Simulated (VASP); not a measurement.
Method: PBEsol GGA, VASP's PBE PAW potentials (set 64) (plane waves; VASP 6.6.1).

VASP ran on this input.

**INCAR**
```
ALGO = Normal
EDIFF = 1E-6
EDIFFG = -0.02
ENCUT = 620
GGA = PS
IBRION = 2
ISIF = 3
ISMEAR = 0
LASPH = .True.
LCHARG = .False.
LMAXMIX = 4
LREAL = .False.
LWAVE = .False.
NELM = 100
NSW = 40
PREC = Accurate
PSTRESS = 200
SIGMA = 0.05
SYSTEM = SrTiO3
```

### POSCAR
```
SrTiO3
1
    3.7816376700     0.0000000000     0.0000000000
    0.0000000000     3.7816376700     0.0000000000
   -0.0000000000     0.0000000000     3.7816376700
Sr Ti O
1 1 3
Direct
  0.0000000000   0.0000000000   0.0000000000
  0.5000000000   0.5000000000   0.5000000000
  0.5000000000   0.0000000000   0.5000000000
  0.0000000000   0.5000000000   0.5000000000
  0.5000000000   0.5000000000   0.0000000000
```

File KPOINTS:
```
Automatic mesh
0
Gamma
6 6 6
0 0 0
```

POTCAR, in this order: Sr_sv Ti_sv O (PBE.64 set). Program: vasp_std.

Output of the run:

**OSZICAR**
```
       N       E                     dE             d eps       ncg     rms          rms(c)
DAV:   1     0.495776166798E+03    0.49578E+03   -0.24418E+04   960   0.215E+03
DAV:   2     0.908109043408E+00   -0.49487E+03   -0.48684E+03  1144   0.553E+02
DAV:   3    -0.487153161541E+02   -0.49623E+02   -0.49561E+02  1392   0.161E+02
DAV:   4    -0.509198999193E+02   -0.22046E+01   -0.22037E+01  1408   0.310E+01
DAV:   5    -0.509760469859E+02   -0.56147E-01   -0.56146E-01  1328   0.404E+00    0.323E+01
DAV:   6    -0.416885674021E+02    0.92875E+01   -0.56435E+01  1352   0.777E+01    0.198E+01
DAV:   7    -0.417500781307E+02   -0.61511E-01   -0.62279E+00  1216   0.204E+01    0.127E+01
DAV:   8    -0.417935799070E+02   -0.43502E-01   -0.13641E+00  1280   0.138E+01    0.323E+00
DAV:   9    -0.417261431199E+02    0.67437E-01   -0.31330E-01  1240   0.661E+00    0.764E-01
DAV:  10    -0.417291447331E+02   -0.30016E-02   -0.10419E-01  1328   0.265E+00    0.566E-01
DAV:  11    -0.417251662357E+02    0.39785E-02   -0.38047E-02  1224   0.138E+00    0.173E-01
DAV:  12    -0.417250360133E+02    0.13022E-03   -0.18575E-03  1256   0.520E-01    0.633E-02
DAV:  13    -0.417250358251E+02    0.18815E-06   -0.31590E-04  1328   0.161E-01    0.226E-02
DAV:  14    -0.417250420833E+02   -0.62582E-05   -0.53786E-05  1400   0.914E-02    0.101E-02
DAV:  15    -0.417250407213E+02    0.13620E-05   -0.54142E-06  1176   0.283E-02    0.356E-03
DAV:  16    -0.417250407359E+02   -0.14637E-07   -0.42601E-07   600   0.707E-03
   1 F= -.34974180E+02 E0= -.34974180E+02  d E =-.349742E+02
```

File OUTCAR:
```
------------------------ aborting loop because EDIFF is reached ----------------------------------------
  FORCE on cell =-STRESS in cart. coord.  units (eV):
  Direction    XX          YY          ZZ          XY          YZ          ZX
  --------------------------------------------------------------------------------------
  Total        6.6939510      6.6939510      6.6939510      0.0000000     -0.0000000     -0.0000000
  in kB      198.3139949    198.3139949    198.3139949      0.0000000     -0.0000000     -0.0000000
  external PRESSURE =      -1.6860051 kB  Pullay stress =     200.0000000 kB
  volume of cell :       54.08
      direct lattice vectors                 reciprocal lattice vectors
     3.781637670  0.000000000  0.000000000     0.264435699  0.000000000  0.000000000
     0.000000000  3.781637670  0.000000000     0.000000000  0.264435699  0.000000000
     0.000000000  0.000000000  3.781637670     0.000000000  0.000000000  0.264435699
 POSITION                                       TOTAL-FORCE (eV/Angst)
 -----------------------------------------------------------------------------------
      0.00000      0.00000      0.00000         0.000000      0.000000      0.000000
      1.89082      1.89082      1.89082         0.000000      0.000000      0.000000
      1.89082      0.00000      1.89082         0.000000      0.000000      0.000000
      0.00000      1.89082      1.89082         0.000000      0.000000      0.000000
      1.89082      1.89082      0.00000         0.000000      0.000000      0.000000
 -----------------------------------------------------------------------------------
    total drift:                                0.000000     -0.000000     -0.000000
  FREE ENERGIE OF THE ION-ELECTRON SYSTEM (eV)
  ---------------------------------------------------
  free  energy   TOTEN  =       -41.7250407359 eV

  energy  without entropy=      -41.7250407359  energy(sigma->0) =      -41.72504074
  enthalpy is  TOTEN    =       -34.9741798347 eV   P V=        6.7508609013

 reached required accuracy - stopping structural energy minimisation
```
(Selected blocks of OUTCAR.)

The compound is SrTiO3 in the cubic perovskite structure, the ideal cubic form; the compound distorts at low or room temperature. It was relaxed first under an external pressure of 20 GPa.
